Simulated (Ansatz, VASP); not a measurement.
# One calculation of AlSn, two programs

```
Sn Al
1.0
     4.22591    0.00000    0.00000
    -2.11295    3.65974    0.00000
     0.00000    0.00000    3.32875
Sn Al
1 1
Direct
  0.33333 0.66667 0.50000
  0.00000 0.00000 0.00000
```

Change from the starting cell: volume scaled by 1.02.

Alike in both runs: task single point; functional PBE; k mesh 7 × 7 × 8; occupations fermi-dirac, width 0.05 eV; no spin polarisation.

|  | VASP | Ansatz |
| --- | --- | --- |
| version | VASP 6.6.1 | Ansatz 0.2.0 |
| potentials or method | VASP PAW PBE potentials, release 64 (Sn_d, Al) | Ansatz PAW |
| plane-wave cutoff (eV) | 520 | 420 |
| valence electrons in the cell | 17 | 17 |

Ansatz gave:

| Item | Value |
| --- | --- |
| gap on the k mesh at the Fermi level (eV) | none |
| pressure (GPa) | -0.7 |

Problem. Which values does VASP return?

Solution. gap on the k mesh at the Fermi level (eV): none; pressure (GPa): -0.8.

A gap of «none» marks a metal or a gap that the smearing closes.
